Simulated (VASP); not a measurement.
# KZnF$_{3}$ (cubic perovskite): computed properties

Computed with r2SCAN meta-GGA, VASP's PBE PAW potentials (set 64) (plane waves; VASP).

```yaml
space_group: Pm-3m (221)
cell: a = 4.050 Å, b = 4.050 Å, c = 4.050 Å, α = 90.00°, β = 90.00°, γ = 90.00°
volume_per_atom: 13.29 Å³/atom
band gap (over mesh and band path): 4.58 eV
smallest direct gap (over mesh and band path): 6.56 eV
band_edge_character_without_spin_orbit_coupling: indirect, R to Γ
band_gap_with_spin_orbit_coupling: 4.57 eV
density: 4.04 g/cm³
mean ε∞ (independent particles): 2.24
```

```
CELL_PARAMETERS angstrom
      4.05000     0.00000     0.00000
      0.00000     4.05000     0.00000
      0.00000     0.00000     4.05000
ATOMIC_POSITIONS crystal
  K  0.00000 0.00000 0.00000
  Zn 0.50000 0.50000 0.50000
  F  0.50000 0.00000 0.50000
  F  0.00000 0.50000 0.50000
  F  0.50000 0.50000 0.00000
```

The compound is KZnF3 in the cubic perovskite structure. The cell was not relaxed at this level.
